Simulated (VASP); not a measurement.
These are LDA (Ceperley-Alder, Perdew-Zunger), VASP's LDA PAW potentials (set 64) (plane waves; VASP 6.6.1) values and carry that method's errors.

VASP ran on this input.

**KPOINTS**
```
Automatic mesh
0
Gamma
5 5 7
0 0 0
```

### INCAR
```
! general
SYSTEM =PbO2
PREC   =Accurate
ENCUT  =520
LREAL  =.FALSE.
LASPH  =.TRUE.

! electronic loop
EDIFF  =1E-7
NELM   =100
ALGO   =Normal
LMAXMIX=4

! smearing
ISMEAR =0
SIGMA  =0.05

! ions
IBRION =2
NSW    =30
ISIF   =4
EDIFFG =-0.01

! output
LWAVE  =.FALSE.
LCHARG =.FALSE.
```

File POSCAR:
```
PbO2
1.0
  4.9397204302   0.0000000000   0.0000000000
  0.0000000000   4.9397204302   0.0000000000
  0.0000000000   0.0000000000   3.3962236624
Pb O
2 4
Cartesian
  4.9397204302   4.9397204302   0.0000000000
  2.4698602151   2.4698602151   1.6981118312
  1.5179954544   1.5179954544   3.3962236624
  3.9878556695   0.9518647607   1.6981118312
  0.9518647607   3.9878556695   1.6981118312
  3.4217249758   3.4217249758   0.0000000000
```

POTCAR, in this order: Pb_d O (LDA.64 set). Program: vasp_std.

**Question.** Estimate the energy per atom (σ→0).

**Answer.** 
* **energy per atom (σ→0)**: -6.109 eV/atom

OSZICAR:
```
...
DAV:   9    -0.366533178904E+02    0.30744E-01   -0.12467E-01  2391   0.449E+00    0.133E-01
DAV:  10    -0.366542637737E+02   -0.94588E-03   -0.10144E-02  1665   0.590E-01    0.655E-02
DAV:  11    -0.366542622036E+02    0.15701E-05   -0.22369E-04  2227   0.130E-01    0.339E-02
DAV:  12    -0.366542537922E+02    0.84114E-05   -0.11646E-05  2243   0.488E-02    0.195E-02
DAV:  13    -0.366542497601E+02    0.40321E-05   -0.30627E-05  2359   0.662E-02    0.330E-03
DAV:  14    -0.366542498304E+02   -0.70262E-07   -0.29819E-06  2344   0.183E-02    0.853E-04
DAV:  15    -0.366542498509E+02   -0.20522E-07   -0.35960E-08  1122   0.247E-03
   1 F= -.36654250E+02 E0= -.36654215E+02  d E =-.366542E+02
```

The compound is PbO2 in the rutile structure. It was relaxed first.
